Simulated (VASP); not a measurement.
Given:

```
AuTe2
1.0
    2.12846     3.65729    -0.00119
    2.12846    -3.65729     0.00119
    0.00000    -0.00077    -5.18734
Te Au
2 1
Direct
  0.31524   0.68476   0.71043
  0.68476   0.31524   0.28957
  0.00000   0.00000   0.00000
```

All values below come from PBE GGA, VASP's PBE PAW potentials (set 64) (plane waves; VASP). Run with 400 eV cut-off, 9×9×7 Γ-centred mesh, tetrahedra with Blöchl corrections, potentials Te Au.

The cores are frozen, which limits the accuracy of field gradients.

Question: Give the principal components of the electric field gradient (V/Å²) and the asymmetry η at each nucleus.

Answer: 
| atom | Vxx | Vyy | Vzz | η |
|---|---|---|---|---|
| Te1 | 81.1 | 16.6 | -97.7 | 0.66 |
| Te2 | 81.1 | 16.6 | -97.7 | 0.66 |
| Au3 | 99.5 | 57.5 | -156.9 | 0.27 |

The compound is Te2Au in the sg12 structure. It was relaxed first.
